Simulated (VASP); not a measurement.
Consider the following.

```yaml
crystal:
  lattice:
    - [1.73910, -3.01221, 0.00000]
    - [1.73910, 3.01221, 0.00000]
    - [0.00000, 0.00000, 5.81400]
  atoms:
    - { symbol: Ti, position: [0.00000, 0.00000, 0.00000] }
    - { symbol: S, position: [0.33333, 0.66667, 0.25000] }
    - { symbol: S, position: [0.66667, 0.33333, 0.75000] }
```

These are PBE GGA, VASP's PBE PAW potentials (set 64) (plane waves; VASP) values and carry that method's errors. Run with 450 eV cut-off, 9×9×5 Γ-centred mesh, first-order Methfessel-Paxton smearing of 0.10 eV, potentials Ti_sv S.

Question: What does the run give for the energy per atom (σ→0), pressure, band gap (on the k-mesh) with the smallest direct gap where there is one?

Answer: 
| Item | Result |
|---|---|
| band gap (on the k-mesh) | none (metal, semimetal or under 0.01 eV) |
| energy per atom (σ→0) | -6.625 eV/atom |
| pressure | -4.80 GPa |

The absolute energy has meaning only against runs of the same code, potentials and settings.

The compound is TiS2 in the 1T layered structure. The cell was not relaxed at this level. The run is one of a series of settings (ENCUT = 450 against the base run), some of them coarse on purpose.
